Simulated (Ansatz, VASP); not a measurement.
# Cross-check of Ge (Germanium) between VASP and Ansatz

One calculation is typed for both programs; each brings its own data sets. How far apart do they land? The cell is taken from a series of runs on this material, whose earlier steps may have relaxed, scaled, displaced or heated it; both programs get it as it stands.

Method: plane waves, with VASP 6.6.1 beside it; zone-centre phonons at LDA, in Ansatz 0.2.0.

### Step 1. Set-up

It takes space group R-3m (No. 166, trigonal). The conventional cell has a = 3.935 Å, b = 3.935 Å, c = 9.773 Å, α = 90.00°, β = 90.00°, γ = 120.00°. Nearest to Ge lie 4 Ge at 2.42 to 2.43 Å.

### Step 2. VASP: zone-centre phonons, LDA

Second derivatives magnify differences that forces hide, and they need a tight electronic threshold.

Lines of VASP's logs that name or quote its potential files are left out, and so is its time.

Contents of INCAR:

```
SYSTEM = Ge
PREC = Accurate
ENCUT = 500
EDIFF = 1E-08
NELM = 120
ISMEAR = 0
SIGMA = 0.015
LREAL = .FALSE.
ALGO = Normal
GGA = CA
NBANDS = 20
LORBIT = 11
LWAVE = .FALSE.
LCHARG = .FALSE.
ISIF = 2
ISYM = 2
IBRION = 8
LASPH = .TRUE.
GGA_COMPAT = .FALSE.
EFERMI = MIDGAP
KPAR = 2
```

Contents of POSCAR:

```
Ge
1.0
    0.0257017934      2.8083370391      2.8083370391
    2.8083370391      0.0257017934      2.8083370391
    2.8083370391      2.8083370391      0.0257017934
Ge
2
Direct
    0.5005891399      0.5005891399      0.5005891399
    0.7494108601      0.7494108601      0.7494108601
```

Contents of KPOINTS:

```
Points of the shifted mesh
1728
Reciprocal
 0.0416666667  0.0416666667  0.0416666667 1
 0.0416666667  0.0416666667  0.1250000000 1
 0.0416666667  0.0416666667  0.2083333333 1
 0.0416666667  0.0416666667  0.2916666667 1
 0.0416666667  0.0416666667  0.3750000000 1
 0.0416666667  0.0416666667  0.4583333333 1
 0.0416666667  0.0416666667  0.5416666667 1
 0.0416666667  0.0416666667  0.6250000000 1
 0.0416666667  0.0416666667  0.7083333333 1
 0.0416666667  0.0416666667  0.7916666667 1
 0.0416666667  0.0416666667  0.8750000000 1
 0.0416666667  0.0416666667  0.9583333333 1
 0.0416666667  0.1250000000  0.0416666667 1
 0.0416666667  0.1250000000  0.1250000000 1
 0.0416666667  0.1250000000  0.2083333333 1
 0.0416666667  0.1250000000  0.2916666667 1
 0.0416666667  0.1250000000  0.3750000000 1
 0.0416666667  0.1250000000  0.4583333333 1
 0.0416666667  0.1250000000  0.5416666667 1
 0.0416666667  0.1250000000  0.6250000000 1
 0.0416666667  0.1250000000  0.7083333333 1
 0.0416666667  0.1250000000  0.7916666667 1
 0.0416666667  0.1250000000  0.8750000000 1
 0.0416666667  0.1250000000  0.9583333333 1
 0.0416666667  0.2083333333  0.0416666667 1
 0.0416666667  0.2083333333  0.1250000000 1
 0.0416666667  0.2083333333  0.2083333333 1
 0.0416666667  0.2083333333  0.2916666667 1
 0.0416666667  0.2083333333  0.3750000000 1
 0.0416666667  0.2083333333  0.4583333333 1
 0.0416666667  0.2083333333  0.5416666667 1
 0.0416666667  0.2083333333  0.6250000000 1
 0.0416666667  0.2083333333  0.7083333333 1
 0.0416666667  0.2083333333  0.7916666667 1
 0.0416666667  0.2083333333  0.8750000000 1
 0.0416666667  0.2083333333  0.9583333333 1
 0.0416666667  0.2916666667  0.0416666667 1
 0.0416666667  0.2916666667  0.1250000000 1
 0.0416666667  0.2916666667  0.2083333333 1
 0.0416666667  0.2916666667  0.2916666667 1
 0.0416666667  0.2916666667  0.3750000000 1
 0.0416666667  0.2916666667  0.4583333333 1
 0.0416666667  0.2916666667  0.5416666667 1
 0.0416666667  0.2916666667  0.6250000000 1
 0.0416666667  0.2916666667  0.7083333333 1
 0.0416666667  0.2916666667  0.7916666667 1
 0.0416666667  0.2916666667  0.8750000000 1
 0.0416666667  0.2916666667  0.9583333333 1
 0.0416666667  0.3750000000  0.0416666667 1
 0.0416666667  0.3750000000  0.1250000000 1
 0.0416666667  0.3750000000  0.2083333333 1
 0.0416666667  0.3750000000  0.2916666667 1
 0.0416666667  0.3750000000  0.3750000000 1
 0.0416666667  0.3750000000  0.4583333333 1
 0.0416666667  0.3750000000  0.5416666667 1
 0.0416666667  0.3750000000  0.6250000000 1
 0.0416666667  0.3750000000  0.7083333333 1
 0.0416666667  0.3750000000  0.7916666667 1
 0.0416666667  0.3750000000  0.8750000000 1
 0.0416666667  0.3750000000  0.9583333333 1
 0.0416666667  0.4583333333  0.0416666667 1
 0.0416666667  0.4583333333  0.1250000000 1
 0.0416666667  0.4583333333  0.2083333333 1
 0.0416666667  0.4583333333  0.2916666667 1
 0.0416666667  0.4583333333  0.3750000000 1
 0.0416666667  0.4583333333  0.4583333333 1
 0.0416666667  0.4583333333  0.5416666667 1
 0.0416666667  0.4583333333  0.6250000000 1
 0.0416666667  0.4583333333  0.7083333333 1
 0.0416666667  0.4583333333  0.7916666667 1
 0.0416666667  0.4583333333  0.8750000000 1
 0.0416666667  0.4583333333  0.9583333333 1
 0.0416666667  0.5416666667  0.0416666667 1
 0.0416666667  0.5416666667  0.1250000000 1
 0.0416666667  0.5416666667  0.2083333333 1
 0.0416666667  0.5416666667  0.2916666667 1
 0.0416666667  0.5416666667  0.3750000000 1
 0.0416666667  0.5416666667  0.4583333333 1
 0.0416666667  0.5416666667  0.5416666667 1
 0.0416666667  0.5416666667  0.6250000000 1
 0.0416666667  0.5416666667  0.7083333333 1
 0.0416666667  0.5416666667  0.7916666667 1
 0.0416666667  0.5416666667  0.8750000000 1
 0.0416666667  0.5416666667  0.9583333333 1
 0.0416666667  0.6250000000  0.0416666667 1
 0.0416666667  0.6250000000  0.1250000000 1
 0.0416666667  0.6250000000  0.2083333333 1
 0.0416666667  0.6250000000  0.2916666667 1
 0.0416666667  0.6250000000  0.3750000000 1
 0.0416666667  0.6250000000  0.4583333333 1
 0.0416666667  0.6250000000  0.5416666667 1
 0.0416666667  0.6250000000  0.6250000000 1
 0.0416666667  0.6250000000  0.7083333333 1
 0.0416666667  0.6250000000  0.7916666667 1
 0.0416666667  0.6250000000  0.8750000000 1
 0.0416666667  0.6250000000  0.9583333333 1
 0.0416666667  0.7083333333  0.0416666667 1
 0.0416666667  0.7083333333  0.1250000000 1
 0.0416666667  0.7083333333  0.2083333333 1
 0.0416666667  0.7083333333  0.2916666667 1
 0.0416666667  0.7083333333  0.3750000000 1
 0.0416666667  0.7083333333  0.4583333333 1
 0.0416666667  0.7083333333  0.5416666667 1
 0.0416666667  0.7083333333  0.6250000000 1
 0.0416666667  0.7083333333  0.7083333333 1
 0.0416666667  0.7083333333  0.7916666667 1
 0.0416666667  0.7083333333  0.8750000000 1
 0.0416666667  0.7083333333  0.9583333333 1
 0.0416666667  0.7916666667  0.0416666667 1
 0.0416666667  0.7916666667  0.1250000000 1
 0.0416666667  0.7916666667  0.2083333333 1
 0.0416666667  0.7916666667  0.2916666667 1
[... 1390 lines left out ...]
 0.8750000000  0.4583333333  0.1250000000 1
 0.8750000000  0.4583333333  0.2083333333 1
 0.8750000000  0.4583333333  0.2916666667 1
 0.8750000000  0.4583333333  0.3750000000 1
 0.8750000000  0.4583333333  0.4583333333 1
 0.8750000000  0.4583333333  0.5416666667 1
 0.8750000000  0.4583333333  0.6250000000 1
 0.8750000000  0.4583333333  0.7083333333 1
 0.8750000000  0.4583333333  0.7916666667 1
 0.8750000000  0.4583333333  0.8750000000 1
 0.8750000000  0.4583333333  0.9583333333 1
 0.8750000000  0.5416666667  0.0416666667 1
 0.8750000000  0.5416666667  0.1250000000 1
 0.8750000000  0.5416666667  0.2083333333 1
 0.8750000000  0.5416666667  0.2916666667 1
 0.8750000000  0.5416666667  0.3750000000 1
 0.8750000000  0.5416666667  0.4583333333 1
 0.8750000000  0.5416666667  0.5416666667 1
 0.8750000000  0.5416666667  0.6250000000 1
 0.8750000000  0.5416666667  0.7083333333 1
 0.8750000000  0.5416666667  0.7916666667 1
 0.8750000000  0.5416666667  0.8750000000 1
 0.8750000000  0.5416666667  0.9583333333 1
 0.8750000000  0.6250000000  0.0416666667 1
 0.8750000000  0.6250000000  0.1250000000 1
 0.8750000000  0.6250000000  0.2083333333 1
 0.8750000000  0.6250000000  0.2916666667 1
 0.8750000000  0.6250000000  0.3750000000 1
 0.8750000000  0.6250000000  0.4583333333 1
 0.8750000000  0.6250000000  0.5416666667 1
 0.8750000000  0.6250000000  0.6250000000 1
 0.8750000000  0.6250000000  0.7083333333 1
 0.8750000000  0.6250000000  0.7916666667 1
 0.8750000000  0.6250000000  0.8750000000 1
 0.8750000000  0.6250000000  0.9583333333 1
 0.8750000000  0.7083333333  0.0416666667 1
 0.8750000000  0.7083333333  0.1250000000 1
 0.8750000000  0.7083333333  0.2083333333 1
 0.8750000000  0.7083333333  0.2916666667 1
 0.8750000000  0.7083333333  0.3750000000 1
 0.8750000000  0.7083333333  0.4583333333 1
 0.8750000000  0.7083333333  0.5416666667 1
 0.8750000000  0.7083333333  0.6250000000 1
 0.8750000000  0.7083333333  0.7083333333 1
 0.8750000000  0.7083333333  0.7916666667 1
 0.8750000000  0.7083333333  0.8750000000 1
 0.8750000000  0.7083333333  0.9583333333 1
 0.8750000000  0.7916666667  0.0416666667 1
 0.8750000000  0.7916666667  0.1250000000 1
 0.8750000000  0.7916666667  0.2083333333 1
 0.8750000000  0.7916666667  0.2916666667 1
 0.8750000000  0.7916666667  0.3750000000 1
 0.8750000000  0.7916666667  0.4583333333 1
 0.8750000000  0.7916666667  0.5416666667 1
 0.8750000000  0.7916666667  0.6250000000 1
 0.8750000000  0.7916666667  0.7083333333 1
 0.8750000000  0.7916666667  0.7916666667 1
 0.8750000000  0.7916666667  0.8750000000 1
 0.8750000000  0.7916666667  0.9583333333 1
 0.8750000000  0.8750000000  0.0416666667 1
 0.8750000000  0.8750000000  0.1250000000 1
 0.8750000000  0.8750000000  0.2083333333 1
 0.8750000000  0.8750000000  0.2916666667 1
 0.8750000000  0.8750000000  0.3750000000 1
 0.8750000000  0.8750000000  0.4583333333 1
 0.8750000000  0.8750000000  0.5416666667 1
 0.8750000000  0.8750000000  0.6250000000 1
 0.8750000000  0.8750000000  0.7083333333 1
 0.8750000000  0.8750000000  0.7916666667 1
 0.8750000000  0.8750000000  0.8750000000 1
 0.8750000000  0.8750000000  0.9583333333 1
 0.8750000000  0.9583333333  0.0416666667 1
 0.8750000000  0.9583333333  0.1250000000 1
 0.8750000000  0.9583333333  0.2083333333 1
 0.8750000000  0.9583333333  0.2916666667 1
 0.8750000000  0.9583333333  0.3750000000 1
 0.8750000000  0.9583333333  0.4583333333 1
 0.8750000000  0.9583333333  0.5416666667 1
 0.8750000000  0.9583333333  0.6250000000 1
 0.8750000000  0.9583333333  0.7083333333 1
 0.8750000000  0.9583333333  0.7916666667 1
 0.8750000000  0.9583333333  0.8750000000 1
 0.8750000000  0.9583333333  0.9583333333 1
 0.9583333333  0.0416666667  0.0416666667 1
 0.9583333333  0.0416666667  0.1250000000 1
 0.9583333333  0.0416666667  0.2083333333 1
 0.9583333333  0.0416666667  0.2916666667 1
 0.9583333333  0.0416666667  0.3750000000 1
 0.9583333333  0.0416666667  0.4583333333 1
 0.9583333333  0.0416666667  0.5416666667 1
 0.9583333333  0.0416666667  0.6250000000 1
 0.9583333333  0.0416666667  0.7083333333 1
 0.9583333333  0.0416666667  0.7916666667 1
 0.9583333333  0.0416666667  0.8750000000 1
 0.9583333333  0.0416666667  0.9583333333 1
 0.9583333333  0.1250000000  0.0416666667 1
 0.9583333333  0.1250000000  0.1250000000 1
 0.9583333333  0.1250000000  0.2083333333 1
 0.9583333333  0.1250000000  0.2916666667 1
 0.9583333333  0.1250000000  0.3750000000 1
 0.9583333333  0.1250000000  0.4583333333 1
 0.9583333333  0.1250000000  0.5416666667 1
 0.9583333333  0.1250000000  0.6250000000 1
 0.9583333333  0.1250000000  0.7083333333 1
 0.9583333333  0.1250000000  0.7916666667 1
 0.9583333333  0.1250000000  0.8750000000 1
 0.9583333333  0.1250000000  0.9583333333 1
 0.9583333333  0.2083333333  0.0416666667 1
 0.9583333333  0.2083333333  0.1250000000 1
 0.9583333333  0.2083333333  0.2083333333 1
 0.9583333333  0.2083333333  0.2916666667 1
 0.9583333333  0.2083333333  0.3750000000 1
 0.9583333333  0.2083333333  0.4583333333 1
 0.9583333333  0.2083333333  0.5416666667 1
 0.9583333333  0.2083333333  0.6250000000 1
 0.9583333333  0.2083333333  0.7083333333 1
 0.9583333333  0.2083333333  0.7916666667 1
 0.9583333333  0.2083333333  0.8750000000 1
 0.9583333333  0.2083333333  0.9583333333 1
 0.9583333333  0.2916666667  0.0416666667 1
 0.9583333333  0.2916666667  0.1250000000 1
 0.9583333333  0.2916666667  0.2083333333 1
 0.9583333333  0.2916666667  0.2916666667 1
 0.9583333333  0.2916666667  0.3750000000 1
 0.9583333333  0.2916666667  0.4583333333 1
 0.9583333333  0.2916666667  0.5416666667 1
 0.9583333333  0.2916666667  0.6250000000 1
 0.9583333333  0.2916666667  0.7083333333 1
 0.9583333333  0.2916666667  0.7916666667 1
 0.9583333333  0.2916666667  0.8750000000 1
 0.9583333333  0.2916666667  0.9583333333 1
 0.9583333333  0.3750000000  0.0416666667 1
 0.9583333333  0.3750000000  0.1250000000 1
 0.9583333333  0.3750000000  0.2083333333 1
 0.9583333333  0.3750000000  0.2916666667 1
 0.9583333333  0.3750000000  0.3750000000 1
 0.9583333333  0.3750000000  0.4583333333 1
 0.9583333333  0.3750000000  0.5416666667 1
 0.9583333333  0.3750000000  0.6250000000 1
 0.9583333333  0.3750000000  0.7083333333 1
 0.9583333333  0.3750000000  0.7916666667 1
 0.9583333333  0.3750000000  0.8750000000 1
 0.9583333333  0.3750000000  0.9583333333 1
 0.9583333333  0.4583333333  0.0416666667 1
 0.9583333333  0.4583333333  0.1250000000 1
 0.9583333333  0.4583333333  0.2083333333 1
 0.9583333333  0.4583333333  0.2916666667 1
 0.9583333333  0.4583333333  0.3750000000 1
 0.9583333333  0.4583333333  0.4583333333 1
 0.9583333333  0.4583333333  0.5416666667 1
 0.9583333333  0.4583333333  0.6250000000 1
 0.9583333333  0.4583333333  0.7083333333 1
 0.9583333333  0.4583333333  0.7916666667 1
 0.9583333333  0.4583333333  0.8750000000 1
 0.9583333333  0.4583333333  0.9583333333 1
 0.9583333333  0.5416666667  0.0416666667 1
 0.9583333333  0.5416666667  0.1250000000 1
 0.9583333333  0.5416666667  0.2083333333 1
 0.9583333333  0.5416666667  0.2916666667 1
 0.9583333333  0.5416666667  0.3750000000 1
 0.9583333333  0.5416666667  0.4583333333 1
 0.9583333333  0.5416666667  0.5416666667 1
 0.9583333333  0.5416666667  0.6250000000 1
 0.9583333333  0.5416666667  0.7083333333 1
 0.9583333333  0.5416666667  0.7916666667 1
 0.9583333333  0.5416666667  0.8750000000 1
 0.9583333333  0.5416666667  0.9583333333 1
 0.9583333333  0.6250000000  0.0416666667 1
 0.9583333333  0.6250000000  0.1250000000 1
 0.9583333333  0.6250000000  0.2083333333 1
 0.9583333333  0.6250000000  0.2916666667 1
 0.9583333333  0.6250000000  0.3750000000 1
 0.9583333333  0.6250000000  0.4583333333 1
 0.9583333333  0.6250000000  0.5416666667 1
 0.9583333333  0.6250000000  0.6250000000 1
 0.9583333333  0.6250000000  0.7083333333 1
 0.9583333333  0.6250000000  0.7916666667 1
 0.9583333333  0.6250000000  0.8750000000 1
 0.9583333333  0.6250000000  0.9583333333 1
 0.9583333333  0.7083333333  0.0416666667 1
 0.9583333333  0.7083333333  0.1250000000 1
 0.9583333333  0.7083333333  0.2083333333 1
 0.9583333333  0.7083333333  0.2916666667 1
 0.9583333333  0.7083333333  0.3750000000 1
 0.9583333333  0.7083333333  0.4583333333 1
 0.9583333333  0.7083333333  0.5416666667 1
 0.9583333333  0.7083333333  0.6250000000 1
 0.9583333333  0.7083333333  0.7083333333 1
 0.9583333333  0.7083333333  0.7916666667 1
 0.9583333333  0.7083333333  0.8750000000 1
 0.9583333333  0.7083333333  0.9583333333 1
 0.9583333333  0.7916666667  0.0416666667 1
 0.9583333333  0.7916666667  0.1250000000 1
 0.9583333333  0.7916666667  0.2083333333 1
 0.9583333333  0.7916666667  0.2916666667 1
 0.9583333333  0.7916666667  0.3750000000 1
 0.9583333333  0.7916666667  0.4583333333 1
 0.9583333333  0.7916666667  0.5416666667 1
 0.9583333333  0.7916666667  0.6250000000 1
 0.9583333333  0.7916666667  0.7083333333 1
 0.9583333333  0.7916666667  0.7916666667 1
 0.9583333333  0.7916666667  0.8750000000 1
 0.9583333333  0.7916666667  0.9583333333 1
 0.9583333333  0.8750000000  0.0416666667 1
 0.9583333333  0.8750000000  0.1250000000 1
 0.9583333333  0.8750000000  0.2083333333 1
 0.9583333333  0.8750000000  0.2916666667 1
 0.9583333333  0.8750000000  0.3750000000 1
 0.9583333333  0.8750000000  0.4583333333 1
 0.9583333333  0.8750000000  0.5416666667 1
 0.9583333333  0.8750000000  0.6250000000 1
 0.9583333333  0.8750000000  0.7083333333 1
 0.9583333333  0.8750000000  0.7916666667 1
 0.9583333333  0.8750000000  0.8750000000 1
 0.9583333333  0.8750000000  0.9583333333 1
 0.9583333333  0.9583333333  0.0416666667 1
 0.9583333333  0.9583333333  0.1250000000 1
 0.9583333333  0.9583333333  0.2083333333 1
 0.9583333333  0.9583333333  0.2916666667 1
 0.9583333333  0.9583333333  0.3750000000 1
 0.9583333333  0.9583333333  0.4583333333 1
 0.9583333333  0.9583333333  0.5416666667 1
 0.9583333333  0.9583333333  0.6250000000 1
 0.9583333333  0.9583333333  0.7083333333 1
 0.9583333333  0.9583333333  0.7916666667 1
 0.9583333333  0.9583333333  0.8750000000 1
 0.9583333333  0.9583333333  0.9583333333 1
```

PAW data sets: Ge_d (LDA family, release 64).

Run with:

```
$ mpirun -np 2 vasp_std
```

Numbers of over 12 decimals in the logs are rounded to 6 here.

What it wrote:

```text
[banner, memory and clock lines left out]
running    2 mpi-ranks, on    1 nodes
 distrk:  each k-point on    1 cores,    2 groups
 distr:  one band on    1 cores,    1 groups

 POSCAR found type information on POSCAR Ge
 POSCAR found :  1 types and       2 ions
 LDA part: xc-table for (Slater(with rela. corr.)+CA(PZ))
 , standard interpolation
 POSCAR, INCAR and KPOINTS ok, starting setup
 FFT: planning ... GRIDC
 FFT: planning ... GRID_SOFT
 FFT: planning ... GRID
 WAVECAR not read
 entering main loop
       N       E                     dE             d eps       ncg     rms          rms(c)
DAV:   1     0.182184862233E+03    0.18218E+03   -0.14703E+04 74404   0.373E+03
DAV:   2     0.146005427246E+02   -0.16758E+03   -0.16300E+03 69248   0.581E+02
DAV:   3    -0.979703870783E+01   -0.24398E+02   -0.24226E+02 77668   0.143E+02
DAV:   4    -0.105643148695E+02   -0.76728E+00   -0.76672E+00 78040   0.298E+01
DAV:   5    -0.105766303132E+02   -0.12315E-01   -0.12315E-01 77512   0.409E+00    0.344E+00
DAV:   6    -0.104490054486E+02    0.12762E+00   -0.41510E-02 76392   0.168E+00    0.197E+00
DAV:   7    -0.103854940201E+02    0.63511E-01   -0.82922E-02 72860   0.212E+00    0.143E-01
DAV:   8    -0.103862031186E+02   -0.70910E-03   -0.58680E-03 78156   0.850E-01    0.453E-02
DAV:   9    -0.103862349495E+02   -0.31831E-04   -0.96651E-05 81060   0.103E-01    0.140E-02
DAV:  10    -0.103862315516E+02    0.33979E-05   -0.10143E-05 93828   0.474E-02    0.436E-03
DAV:  11    -0.103862313854E+02    0.16619E-06   -0.12765E-06 74440   0.821E-03    0.149E-03
DAV:  12    -0.103862313784E+02    0.70477E-08   -0.10820E-07 93316   0.397E-03    0.471E-04
DAV:  13    -0.103862313770E+02    0.13788E-08   -0.86298E-09 49484   0.889E-04
   1 F= -.10386231E+02 E0= -.10386231E+02  d E =-.564312E-61
 Linear response reoptimize wavefunctions to high precision
DAV:   1    -0.103862313772E+02   -0.25830E-09   -0.13417E-09 47284   0.370E-04
DAV:   2    -0.103862313773E+02   -0.22737E-10   -0.21493E-10 40308   0.186E-04
 Linear response DOF=           1
 Linear response progress:
  Degree of freedom:   1/  1
       N       E                     dE             d eps       ncg     rms          rms(c)
RMM:   1    -0.187971133891E+00   -0.18797E+00    0.86520E+00 83986   0.452E+01
RMM:   2    -0.195511109052E+00   -0.75400E-02   -0.13973E-02111825   0.114E+00    0.771E-02
RMM:   3    -0.195577130638E+00   -0.66022E-04   -0.97536E-04119179   0.323E-01    0.444E-02
RMM:   4    -0.195529255964E+00    0.47875E-04   -0.67540E-05126881   0.835E-02    0.490E-03
RMM:   5    -0.195535938934E+00   -0.66830E-05   -0.28795E-06122034   0.190E-02    0.247E-03
RMM:   6    -0.195546944738E+00   -0.11006E-04   -0.84533E-08123924   0.525E-03    0.324E-04
RMM:   7    -0.195546294979E+00    0.64976E-06    0.27121E-08127419   0.169E-03    0.201E-04
RMM:   8    -0.195545856558E+00    0.43842E-06    0.13994E-09128960   0.584E-04    0.407E-05
RMM:   9    -0.195545689346E+00    0.16721E-06   -0.31327E-08127876   0.264E-04    0.165E-05
RMM:  10    -0.195545781699E+00   -0.92353E-07   -0.16015E-08130268   0.126E-04    0.587E-06
RMM:  11    -0.195545793005E+00   -0.11306E-07   -0.21034E-08133759   0.720E-05    0.311E-06
RMM:  12    -0.195545816685E+00   -0.23680E-07   -0.11030E-08135161   0.487E-05    0.140E-06
RMM:  13    -0.195545825763E+00   -0.90785E-08   -0.27240E-09148123   0.380E-05    0.350E-07
 first order change of Fermi-energy   0.22971E+01
 force on displaced ion       1 direction 1 : -12.096   0.098   0.098
 Linear response finished
```

[end of part 1 of 2]

[Lines on the potential files, build, host, timing and source positions are cut from VASP's logs without a mark.]

[Logs are printed without paths, hosts, clocks, repeated set-up lines and the standing remarks that a program may print on its own settings, such as how far it seeks lower states.]

[Hosts, paths, dates, database ids (printed as entryN), source tags and the programs' standing remarks are cut or masked in the printed files.]
